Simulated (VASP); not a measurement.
A cell of TiAl (L1_0) near equilibrium:

```
AlTi
1.0
    2.79754     0.00000     0.00000
    0.00000     2.79754     0.00000
    0.00000     0.00000     4.02398
Ti Al
1 1
Direct
  0.00000   0.00000   0.00000
  0.50000   0.50000   0.50000
```

Computed with PBEsol GGA, VASP's PBE PAW potentials (set 64) (plane waves; VASP).

| run | ΔE (meV/atom) | σxx | σyy | σzz | largest shear component, with its sign (GPa) | largest force (eV/Å) |
|---|---|---|---|---|---|---|
| as it is | 0.0 | 0.21 | 0.21 | 0.24 | 0.00 | 0.000 |
| after one change | 1.3 | 0.88 | 2.36 | 1.15 | 0.00 | 0.000 |
Stress is in GPa, positive when the cell is compressed.

What was changed between the two runs?
A. isotropic strain of -3.0 %
B. uniaxial strain of -1.0 % along y
C. atom 1 (Ti) moved by -0.025 Å along y
D. uniaxial strain of -4.0 % along x

B, uniaxial strain of -1.0 % along y

The compound is TiAl in the L1_0 structure. The electron count is odd and the run is not spin-polarised, which forces a metal.
